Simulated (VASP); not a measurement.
```
NbSi
1.0
    0.00000     3.17543     3.17543
    3.17543     0.00000     3.17543
    3.17543     3.17543     0.00000
Nb Si
1 1
Direct
  0.00000   0.00000   0.00000
  0.25000   0.25000   0.25000
```

Level of theory: PBEsol GGA, VASP's PBE PAW potentials (set 64) (plane waves; VASP). Settings: 400 eV cut-off, 9×9×9 Γ-centred mesh, first-order Methfessel-Paxton smearing of 0.10 eV, potentials Nb_sv Si.

Energy and stress use the plane-wave basis of the starting cell.

**Question.** The ions, cell shape and volume are relaxed. Which structure does the run end with?

**Answer.** 
```
NbSi
1.0
    0.00000     2.85233     2.85233
    2.85233     0.00000     2.85233
    2.85233     2.85233     0.00000
Nb Si
1 1
Direct
  0.00000   0.00000   0.00000
  0.25000   0.25000   0.25000
```
Space group F-43m (216), at a tolerance of 0.03 Å.

**Question.** How do energy and volume change from the first to the last step?

**Answer.** The energy (σ→0) changes by -565.3 meV/atom and the volume by -27.5 %, in 6 ionic steps.

```json
[
 {"step": "1", "E(σ→0) (eV)": "-13.6067", "max force (eV/Å)": "0.000", "pressure (GPa)": "-15.66", "volume (Å³)": "64.04"},
 {"step": "2", "E(σ→0) (eV)": "-14.3150", "max force (eV/Å)": "0.000", "pressure (GPa)": "21.34", "volume (Å³)": "39.19"},
 {"step": "3", "E(σ→0) (eV)": "-14.7372", "max force (eV/Å)": "0.000", "pressure (GPa)": "-0.34", "volume (Å³)": "46.58"},
 {"step": "4", "E(σ→0) (eV)": "-14.7373", "max force (eV/Å)": "0.000", "pressure (GPa)": "0.27", "volume (Å³)": "46.27"},
 {"step": "5", "E(σ→0) (eV)": "-14.7374", "max force (eV/Å)": "0.000", "pressure (GPa)": "-0.18", "volume (Å³)": "46.51"},
 {"step": "6", "E(σ→0) (eV)": "-14.7374", "max force (eV/Å)": "0.000", "pressure (GPa)": "-0.01", "volume (Å³)": "46.41"}
]
```

The structure was generated: NbSi was put into the zinc blende type (F-43m), which need not be its known phase. This run relaxes it. Symmetry was kept, so distortions that lower it aren't found. The electron count is odd and the run is not spin-polarised, which forces a metal.
